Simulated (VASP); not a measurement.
Level of theory: PBEsol GGA, VASP's PBE PAW potentials (set 64) (plane waves; VASP 6.6.1).

VASP input:

### POSCAR
```
H
1
    0.0000000000     1.1275405311     1.1275405311
    1.1275405311     0.0000000000     1.1275405311
    1.1275405311     1.1275405311     0.0000000000
H
1
Direct
  0.0000000000   0.0000000000   0.0000000000
```

INCAR:
```
! general
SYSTEM = H
PREC   = Accurate
ENCUT  = 400   ! plane-wave cut-off (eV)
LREAL  = .FALSE.   ! projection in real space or not
LASPH  = .TRUE.

! electronic loop
EDIFF  = 1E-7   ! SCF stop (eV)
NELM   = 100
ALGO   = Normal

! smearing
ISMEAR = -5   ! tetrahedra, Bloechl

! functional
GGA    = PS   ! PBEsol

! ions
ISIF   = 2

! output
LWAVE  = .FALSE.
LCHARG = .TRUE.
LORBIT = 11
NEDOS  = 601   ! DOS grid
```

### KPOINTS
```
kpoints
0
gamma
31 31 31
0 0 0
```

POTCAR, in this order: H (PBE.64 set). Program: vasp_std.

The run wrote:

OSZICAR:
```
       N       E                     dE             d eps       ncg     rms          rms(c)
DAV:   1    -0.220420096596E+01   -0.22042E+01   -0.15300E+02  7892   0.749E+01
DAV:   2    -0.222277263688E+01   -0.18572E-01   -0.18265E-01  8304   0.337E+00
DAV:   3    -0.222277734235E+01   -0.47055E-05   -0.47293E-05  7632   0.351E-02
DAV:   4    -0.222277734238E+01   -0.24531E-10   -0.41317E-10  8232   0.943E-05
DAV:   5    -0.222277734293E+01   -0.55041E-09   -0.21423E-14  6604   0.188E-07    0.447E-01
DAV:   6    -0.222258394311E+01    0.19340E-03   -0.41408E-06  7060   0.237E-02    0.269E-01
DAV:   7    -0.222248155864E+01    0.10238E-03   -0.11088E-05  6868   0.356E-02    0.429E-03
DAV:   8    -0.222248088138E+01    0.67727E-06   -0.88194E-09  5784   0.971E-04    0.231E-03
DAV:   9    -0.222248064629E+01    0.23509E-06   -0.96362E-10  3520   0.271E-04    0.507E-05
DAV:  10    -0.222248061559E+01    0.30697E-07   -0.51571E-12  3300   0.231E-05
   1 F= -.22224806E+01 E0= -.22224806E+01  d E =0.000000E+00
```

File OUTCAR:
```
------------------------ aborting loop because EDIFF is reached ----------------------------------------
  FORCE on cell =-STRESS in cart. coord.  units (eV):
  Direction    XX          YY          ZZ          XY          YZ          ZX
  --------------------------------------------------------------------------------------
  Total       -0.0035152     -0.0035152     -0.0035152      0.0000000      0.0000000      0.0000000
  in kB       -1.9644261     -1.9644261     -1.9644261      0.0000000      0.0000000      0.0000000
  external PRESSURE =      -1.9644261 kB  Pullay stress =       0.0000000 kB
  volume of cell :        2.87
      direct lattice vectors                 reciprocal lattice vectors
     0.000000000  1.127540531  1.127540531    -0.443443039  0.443443039  0.443443039
     1.127540531  0.000000000  1.127540531     0.443443039 -0.443443039  0.443443039
     1.127540531  1.127540531  0.000000000     0.443443039  0.443443039 -0.443443039
 POSITION                                       TOTAL-FORCE (eV/Angst)
 -----------------------------------------------------------------------------------
      0.00000      0.00000      0.00000         0.000000      0.000000      0.000000
 -----------------------------------------------------------------------------------
    total drift:                                0.000000     -0.000000     -0.000000
  FREE ENERGIE OF THE ION-ELECTRON SYSTEM (eV)
  ---------------------------------------------------
  free  energy   TOTEN  =        -2.2224806156 eV

  energy  without entropy=       -2.2224806156  energy(sigma->0) =       -2.22248062

 total charge

# of ion       s       p       d       tot
------------------------------------------
    1        0.407   0.027   0.000   0.434
```
(Selected blocks of OUTCAR.)

**OUTCAR**
```
 val. band max:        3.2665339200   @ k =  -0.2903   0.2581   0.0323

 cond. band min:       3.3166787963   @ k =   0.4839   0.2581   0.0323


 Fermi energy:         3.2989541557

 k-point     1 :       0.0000    0.0000    0.0000
  band No.  band energies     occupation
      1     -13.6719      2.00000
      2      60.4307      0.00000
      3      75.7037      0.00000
      4      75.7037      0.00000

 k-point     2 :       0.0323    0.0000    0.0000
  band No.  band energies     occupation
      1     -13.5820      2.00000
      2      59.8123      0.00000
      3      73.2475      0.00000
      4      74.9197      0.00000

 k-point     3 :       0.0645    0.0000    0.0000
  band No.  band energies     occupation
      1     -13.3125      2.00000
      2      57.9572      0.00000
      3      69.8729      0.00000
      4      73.5548      0.00000

 k-point     4 :       0.0968    0.0000    0.0000
  band No.  band energies     occupation
      1     -12.8636      2.00000
      2      54.9895      0.00000
      3      67.2411      0.00000
      4      72.2070      0.00000

 k-point     5 :       0.1290    0.0000    0.0000
  band No.  band energies     occupation
      1     -12.2349      2.00000
      2      51.2746      0.00000
      3      65.3237      0.00000
      4      70.9889      0.00000

 k-point     6 :       0.1613    0.0000    0.0000
  band No.  band energies     occupation
      1     -11.4290      2.00000
      2      47.2048      0.00000
      3      63.8734      0.00000
      4      69.9297      0.00000

 k-point     7 :       0.1935    0.0000    0.0000
  band No.  band energies     occupation
      1     -10.4462      2.00000
      2      43.0311      0.00000
      3      62.7246      0.00000
      4      69.0395      0.00000

 k-point     8 :       0.2258    0.0000    0.0000
  band No.  band energies     occupation
      1      -9.2882      2.00000
      2      38.8849      0.00000
...
```

For a metal the tetrahedron method with Blöchl corrections gives inexact stress and forces.

The structure was generated: H was put into the fcc type (Fm-3m), which need not be its known phase. It was relaxed first.
